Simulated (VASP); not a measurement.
# InSb: relaxed cell and zone-centre modes, part 2 of 2

What lattice and vibrations does InSb have at one level of theory? The starting structure is a measured crystal structure from the Crystallography Open Database. All runs use PBEsol.

VASP 6.6.1.

So far. Step 2 (Relaxation): The relaxed cell holds 34.651 Å³ an atom, with a = 6.520 Å (+0.8 % against the database cell). Pressures at 0.985 and 1.015 times this volume, from two more relaxations that aren't shown, give a bulk modulus of 42.9 GPa. Step 3 (Modes of the relaxed cell): The zone-centre modes at 34.651 Å³ an atom are T2 173.1 cm⁻¹.

## 4. Modes at 0.97 of that volume

Level of this step: PBEsol; plane waves and PAW (Sb, In_d) (VASP).

Shape and positions were first relaxed at this volume, in a run that isn't shown.

Contents of INCAR:

```
SYSTEM = InSb
PREC = Accurate
ENCUT = 500
EDIFF = 1E-08
NELM = 100
ISMEAR = 0
SIGMA = 0.05
LREAL = .FALSE.
ALGO = Normal
GGA = PS
NBANDS = 15
LORBIT = 11
LWAVE = .FALSE.
LCHARG = .FALSE.
KPAR = 4
IBRION = 8
ISIF = 2
```

Contents of POSCAR:

```
InSb
1.0
    0.0000000000      3.2272174452      3.2272174452
    3.2272174452      0.0000000000      3.2272174452
    3.2272174452      3.2272174452      0.0000000000
Sb In
1 1
Direct
    0.7500000000      0.7500000000      0.7500000000
    0.0000000000      0.0000000000      0.0000000000
```

Contents of KPOINTS:

```
Automatic mesh
0
Gamma
12 12 12
0 0 0
```

The projector-augmented-wave data sets are Sb and In_d (PBE family, release 64).

The run is started by

```
$ mpirun -np 4 vasp_std
```

Output:

```text
[... set-up lines as in an earlier step ...]
 entering main loop
       N       E                     dE             d eps       ncg     rms          rms(c)
DAV:   1     0.109137724123E+03    0.10914E+03   -0.77713E+03  2167   0.116E+03
DAV:   2    -0.995730512024E+00   -0.11013E+03   -0.10712E+03  2391   0.285E+02
DAV:   3    -0.764678789325E+01   -0.66511E+01   -0.66189E+01  2769   0.736E+01
DAV:   4    -0.783033221041E+01   -0.18354E+00   -0.18350E+00  2718   0.142E+01
[...]
DAV:  13    -0.769075981364E+01    0.17248E-06   -0.51485E-07  2489   0.566E-03    0.347E-03
DAV:  14    -0.769075977786E+01    0.35780E-07   -0.38448E-08  2970   0.117E-03    0.816E-04
DAV:  15    -0.769075977966E+01   -0.17992E-08   -0.49405E-09  1857   0.526E-04
   1 F= -.76907598E+01 E0= -.76907369E+01  d E =-.456792E-04
 Linear response reoptimize wavefunctions to high precision
DAV:   1    -0.769075981723E+01   -0.37573E-07   -0.90637E-10  2123   0.321E-04
DAV:   2    -0.769075981725E+01   -0.14552E-10   -0.15989E-10  1451   0.121E-04
 Linear response DOF=           2
 Linear response progress:
[...]
RMM:  10    -0.270363623970E-01   -0.17717E-07   -0.10173E-08 17084   0.149E-04    0.396E-05
RMM:  11    -0.270363776645E-01   -0.15268E-07    0.71143E-10 17411   0.632E-05    0.137E-05
RMM:  12    -0.270363750412E-01    0.26233E-08    0.58744E-10 15469   0.286E-05    0.174E-05
 first order change of Fermi-energy   0.24374E-03
 force on displaced ion       1 direction 1 :  -7.056   0.000   0.000
 Linear response progress:
  Degree of freedom:   2/  2
       N       E                     dE             d eps       ncg     rms          rms(c)
RMM:   1    -0.234813069812E+00   -0.23481E+00   -0.12002E-01 11323   0.467E+00
RMM:   2    -0.237121460672E+00   -0.23084E-02   -0.11417E-02 14196   0.956E-01    0.693E-02
RMM:   3    -0.237064574388E+00    0.56886E-04   -0.13436E-03 15439   0.299E-01    0.352E-02
RMM:   4    -0.236894270801E+00    0.17030E-03   -0.14946E-04 15835   0.954E-02    0.175E-02
[...]
RMM:  14    -0.236841240427E+00    0.18656E-07   -0.17220E-07 18038   0.200E-05    0.689E-07
RMM:  15    -0.236841225669E+00    0.14758E-07   -0.54542E-08 15861   0.125E-05    0.514E-07
RMM:  16    -0.236841219333E+00    0.63360E-08   -0.30995E-08 14410   0.870E-06    0.311E-07
 first order change of Fermi-energy  -0.24928E-04
 force on displaced ion       2 direction 1 :  -7.032   0.000   0.000
 Linear response finished
```

Run time: 4.2 min. Hardware: 4 MPI ranks of Intel Xeon 6975P-C (Granite Rapids), shared host; peak memory 2.8 GiB.

OUTCAR, selected parts (step 4):

```text
  Total        0.5877508      0.5877508      0.5877508      0.0000000      0.0000000      0.0000000
  in kB       14.0084199     14.0084199     14.0084199      0.0000000      0.0000000      0.0000000
  external PRESSURE =      14.0084199 kB  Pullay stress =       0.0000000 kB

 POSITION                                       TOTAL-FORCE (eV/Angst)
 -----------------------------------------------------------------------------------
      4.84083      4.84083      4.84083        -0.000000     -0.000000      0.000000
      0.00000      0.00000      0.00000         0.000000      0.000000     -0.000000
 -----------------------------------------------------------------------------------
    total drift:                                0.000000      0.000000      0.000000

[... 1 part as in an earlier step ...]

[... 1 further part left out ...]
```

The zone-centre modes at 33.611 Å³ an atom are T2 180.0 cm⁻¹.

## 5. Modes at 1.03 of that volume

Shape and positions were first relaxed at this volume, in a run that isn't shown.

INCAR is that of step 4.

Contents of POSCAR:

```
InSb
1.0
    0.0000000000      3.2924313274      3.2924313274
    3.2924313274      0.0000000000      3.2924313274
    3.2924313274      3.2924313274      0.0000000000
Sb In
1 1
Direct
    0.7500000000      0.7500000000      0.7500000000
    0.0000000000      0.0000000000      0.0000000000
```

KPOINTS is that of step 4.

The run is started by

```
$ mpirun -np 4 vasp_std
```

Output:

```text
[... set-up lines as in an earlier step ...]
 entering main loop
       N       E                     dE             d eps       ncg     rms          rms(c)
DAV:   1     0.109433553063E+03    0.10943E+03   -0.76020E+03  2167   0.113E+03
DAV:   2    -0.548174747282E+00   -0.10998E+03   -0.10657E+03  2377   0.284E+02
DAV:   3    -0.762305467957E+01   -0.70749E+01   -0.70403E+01  2720   0.763E+01
DAV:   4    -0.781755549867E+01   -0.19450E+00   -0.19446E+00  2673   0.147E+01
[...]
DAV:  13    -0.769233624455E+01   -0.71451E-07   -0.63507E-07  2531   0.595E-03    0.345E-03
DAV:  14    -0.769233613572E+01    0.10884E-06   -0.52164E-08  2967   0.119E-03    0.956E-04
DAV:  15    -0.769233613599E+01   -0.27671E-09   -0.67641E-09  1948   0.496E-04
   1 F= -.76923361E+01 E0= -.76923125E+01  d E =-.473273E-04
 Linear response reoptimize wavefunctions to high precision
DAV:   1    -0.769233617584E+01   -0.39850E-07   -0.10931E-09  2147   0.298E-04
DAV:   2    -0.769233617589E+01   -0.44793E-10   -0.16255E-10  1577   0.118E-04
 Linear response DOF=           2
 Linear response progress:
[...]
RMM:   8    -0.270618813594E-01   -0.29153E-06   -0.34557E-08 15977   0.991E-04    0.269E-04
RMM:   9    -0.270622038614E-01   -0.32250E-06   -0.48473E-08 16706   0.396E-04    0.479E-05
RMM:  10    -0.270621961671E-01    0.76943E-08    0.39707E-09 17210   0.153E-04    0.409E-05
 first order change of Fermi-energy   0.24851E-03
 force on displaced ion       1 direction 1 :  -6.007  -0.000  -0.000
 Linear response progress:
  Degree of freedom:   2/  2
       N       E                     dE             d eps       ncg     rms          rms(c)
RMM:   1    -0.235230085945E+00   -0.23523E+00   -0.13340E-01 11301   0.459E+00
RMM:   2    -0.237430182340E+00   -0.22001E-02   -0.10478E-02 14184   0.913E-01    0.673E-02
RMM:   3    -0.237322935052E+00    0.10725E-03   -0.12210E-03 15504   0.287E-01    0.324E-02
RMM:   4    -0.237137711171E+00    0.18522E-03   -0.14340E-04 15886   0.908E-02    0.174E-02
[...]
RMM:  15    -0.237062841127E+00    0.21549E-08   -0.11219E-07 14349   0.182E-05    0.188E-06
RMM:  16    -0.237062826790E+00    0.14337E-07   -0.55829E-09 11889   0.144E-05    0.981E-07
RMM:  17    -0.237062830168E+00   -0.33784E-08   -0.67417E-08 10781   0.123E-05    0.420E-07
 first order change of Fermi-energy  -0.29625E-04
 force on displaced ion       2 direction 1 :  -6.036   0.000   0.000
 Linear response finished
```

Wall time 3.6 min (4 MPI ranks); peak memory 2.9 GiB; 14 min of CPU time.

OUTCAR, selected parts (step 5):

```text
  Total       -0.5255692     -0.5255692     -0.5255692     -0.0000000      0.0000000     -0.0000000
  in kB      -11.7966944    -11.7966944    -11.7966944     -0.0000000      0.0000000     -0.0000000
  external PRESSURE =     -11.7966944 kB  Pullay stress =       0.0000000 kB

 POSITION                                       TOTAL-FORCE (eV/Angst)
 -----------------------------------------------------------------------------------
      4.93865      4.93865      4.93865         0.000000     -0.000000      0.000000
      0.00000      0.00000      0.00000        -0.000000      0.000000     -0.000000
 -----------------------------------------------------------------------------------
    total drift:                                0.000000      0.000000      0.000000

[... 1 part as in an earlier step ...]

[... 1 further part left out ...]
```

The zone-centre modes at 35.690 Å³ an atom are T2 166.5 cm⁻¹.

## 6. The runs compared

```
                         run  volume (Å³/atom)     T2  core minutes
                  relaxation            34.651      -          1.08
   modes of the relaxed cell            34.651  173.1          16.5
modes at 0.97 of that volume            33.611  180.0          16.9
modes at 1.03 of that volume             35.69  166.5          14.3
```

Modes are in cm⁻¹, degenerate ones as one, matched by symmetry and order. A number in brackets counts the listed modes of one symmetry from the lowest. The symmetry labels come from an automatic analysis and can be wrong where levels nearly coincide. Core minutes are wall time times ranks of the run shown, on a shared host.

## 7. Outcome

```
relaxed volume                : 34.65 Å³/atom
bulk modulus from two volumes : 42.9 GPa
mode T2                       : 173.1 cm⁻¹
Grüneisen parameter of T2     : 1.31
```

At the PBEsol level InSb relaxes to 34.65 Å³ an atom. The mode Grüneisen parameters, from the cells at 0.97 and 1.03 of the volume, come to 1.31 (T2). At a gap this small, or none, the modes can hang strongly on the k mesh, which isn't tested here. The frequencies are harmonic; if the crystal really has a gap, the splitting of its polar modes by their long-range field is missing too. All values are for a static lattice. Further runs on this material are not shown.

[Lines on the potential files, build, host, timing and source positions are cut from VASP's logs without a mark.]

[Logs are printed without paths, hosts, clocks, repeated set-up lines and the standing remarks that a program may print on its own settings, such as how far it seeks lower states.]

[Hosts, paths, dates, database ids (printed as entryN), source tags and the programs' standing remarks are cut or masked in the printed files.]
